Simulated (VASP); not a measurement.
Data:

```
Se2Te
1.0
    3.88563     0.00000     0.00000
   -1.94281     3.36505     0.00000
    0.00000     0.00000     6.26833
Te Se
1 2
Direct
  0.00000   0.00000   0.00000
  0.33333   0.66667   0.25200
  0.66667   0.33333   0.74800
```
Cell charge -0.02.

These are PBE GGA, VASP's PBE PAW potentials (set 64) (plane waves; VASP 6.6.1) values and carry that method's errors. Numerical set-up: NELECT = 18.02, 400 eV cut-off, 6×6×3 Γ-centred mesh, Gaussian smearing of 0.050 eV, potentials Te Se.

The cell is charged, with a uniform compensating background.

Q: Give the force on each atom (eV/Å).

A: 
```tsv
atom	Fx	Fy	Fz
Te1	0.000	0.000	0.000
Se2	0.000	0.000	1.024
Se3	0.000	0.000	-1.024
```

Q: Give the stress tensor in GPa (positive for a compressed cell).

A: 
```
7.17  0.00  0.00
0.00  7.17  0.00
0.00  0.00  7.16
```
The pressure is its mean diagonal, 7.17 GPa.

The structure was generated: TeSe2 was put into the CdI2 type (P-3m1), which need not be its known phase. The cell was not relaxed at this level. The k-mesh is coarse (spacing up to 0.33 per Å, 2π included), so the numbers may not be converged in it. The run is one of a series of settings (NELECT = 18.02 against the base run), some of them coarse on purpose.
